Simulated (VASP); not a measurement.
A convergence study with VASP on C (diamond): one setting is varied, all else stays as given below, so the limit is that of these other settings.

```yaml
crystal:
  lattice:
    - [0.00000, 1.78350, 1.78350]
    - [1.78350, 0.00000, 1.78350]
    - [1.78350, 1.78350, 0.00000]
  atoms:
    - { symbol: C, position: [0.00000, 0.00000, 0.00000] }
    - { symbol: C, position: [0.25000, 0.25000, 0.25000] }
```

Level of theory: PBE GGA, VASP's PBE PAW potentials (set 64) (plane waves; VASP). The tightest run used: 700 eV cut-off, 22×22×22 Γ-centred mesh, tetrahedra with Blöchl corrections, potentials C.

Gaps are read on the run's mesh, which can miss a band edge.

```csv
setting,E (eV/atom),pressure (GPa),gap on the mesh (eV),irreducible k-points
3×3×3 mesh,-8.8079,6.65,4.113,4
4×4×4 mesh,-9.0316,2.57,4.433,8
5×5×5 mesh,-9.0811,1.73,4.167,10
```

Problem. These are the cheaper rows. Estimate the results at 22×22×22 mesh, and how far the last row shown lies from them.

Solution. 
```csv
quantity,tightest run,last row shown is off by
E (eV/atom),-9.0981,0.0170
pressure (GPa),1.44,0.28
gap on the mesh (eV),4.130,0.037
```

Left out are rungs that failed or repeat a setting and relaxations that didn't move; long series are thinned to 24 rows.

The compound is C in the diamond structure. The cell was not relaxed at this level.
